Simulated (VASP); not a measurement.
Consider the following.

```yaml
crystal:
  lattice:
    - [0.00000, 2.76403, 2.76403]
    - [2.76403, 0.00000, 2.76403]
    - [2.76403, 2.76403, 0.00000]
  atoms:
    - { symbol: Ce, position: [0.00000, 0.00000, 0.00000] }
    - { symbol: O, position: [0.25000, 0.25000, 0.25000] }
    - { symbol: O, position: [0.75000, 0.75000, 0.75000] }
```

These are r2SCAN+rVV10, VASP's PBE PAW potentials (set 64) (plane waves; VASP) values and carry that method's errors. Numerical set-up: 520 eV cut-off, 7×7×7 Γ-centred mesh, Gaussian smearing of 0.050 eV, potentials Ce O.

Estimate the energy per atom (σ→0), pressure.

```
Item                             Value
---------------------  ---------------
energy per atom (σ→0)  -17.793 eV/atom
pressure                    -10.06 GPa
```

Only differences to runs with the same potentials and settings are physical.

The compound is CeO2 in the fluorite structure. This cell is one point of a volume scan, at 1.06 of the reference volume. The run is not spin-polarised, so no magnetic state was tried.
